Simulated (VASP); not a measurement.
An input for Quantum ESPRESSO's pw.x (written as the equivalent of a VASP run, and not itself run):

```
&CONTROL
  calculation = 'vc-relax'
  pseudo_dir = './pseudo'
  outdir = './out'
  tprnfor = .true.
  tstress = .true.
  nstep = 60
  forc_conv_thr = 0.00078
/
&SYSTEM
  ibrav = 0
  nat = 9
  ntyp = 2
  ecutwfc = 56.6
  occupations = 'smearing'
  smearing = 'methfessel-paxton'
  degauss = 0.00735
  input_dft = 'pbesol'
/
&ELECTRONS
  conv_thr = 7.3e-08
  electron_maxstep = 100
/
&IONS
/
&CELL
/
ATOMIC_SPECIES
  Ba 137.327 Ba.upf
  Si 28.085 Si.upf
CELL_PARAMETERS angstrom
     6.4052283    0.0000000   -0.0000000
    -3.2026136    5.5470905    0.0000000
    -0.0000000   -0.0000000    7.2089271
ATOMIC_POSITIONS crystal
  Ba   0.5000000  0.0000000  0.0000000
  Ba   0.5000000  0.5000000  0.3333330
  Ba   0.0000000  0.5000000  0.6666670
  Si   0.1046379  0.2092758  0.0000000
  Si   0.8953621  0.1046379  0.3333330
  Si   0.7907242  0.8953621  0.6666670
  Si   0.8953621  0.7907242  0.0000000
  Si   0.1046379  0.8953621  0.3333330
  Si   0.2092758  0.1046379  0.6666670
K_POINTS automatic
  5 5 4 0 0 0
```

Translate this input to VASP (INCAR, KPOINTS, POSCAR, choice of POTCAR).

This is not unique; one that fits is 
File POSCAR:
```
BaSi2
1
    6.4052282909     0.0000000177    -0.0000000000
   -3.2026135837     5.5470905325     0.0000000000
   -0.0000000000    -0.0000000000     7.2089271452
Ba Si
3 6
Direct
  0.5000000000   0.0000000000   0.0000000000
  0.5000000000   0.5000000000   0.3333330000
  0.0000000000   0.5000000000   0.6666670000
  0.1046378838   0.2092757678   0.0000000000
  0.8953621161   0.1046378840   0.3333330000
  0.7907242322   0.8953621162   0.6666670000
  0.8953621162   0.7907242322   0.0000000000
  0.1046378839   0.8953621160   0.3333330000
  0.2092757678   0.1046378838   0.6666670000
```

**INCAR**
```
LWAVE = .FALSE.
EDIFFG = -0.02   # ionic stop
PREC = Accurate
SYSTEM = BaSi2
ISMEAR = 1   # Methfessel-Paxton
GGA = PS
EDIFF = 1E-6
NELM = 100   # most electronic steps
SIGMA = 0.1
LCHARG = .FALSE.
LREAL = .FALSE.   # projection in real space or not
IBRION = 2   # conjugate gradients
ISIF = 3   # ions, shape and volume
ENCUT = 400   # plane-wave cut-off (eV)
LMAXMIX = 4
LASPH = .TRUE.
ALGO = Normal   # blocked Davidson
NSW = 60   # most ionic steps
```

KPOINTS:
```
Regular mesh
0
G
5 5 4
```

POTCAR, in this order: Ba_sv Si (PBE.64 set). Program: vasp_std.

What does not carry over: the potentials are each code's own (VASP's PAW set, PseudoDojo norm-conserving files in pw.x), so ENCUT and ecutwfc are chosen apart and not converted; conv_thr bounds pw.x's estimated SCF error, while EDIFF bounds the energy change between steps; forc_conv_thr acts on force components and is met together with etot_conv_thr.

The structure was generated: BaSi2 was put into the CrSi2 type (P6_222), which need not be its known phase. This run relaxes it. Symmetry was kept, so distortions that lower it aren't found. The start is the result of an earlier pass.
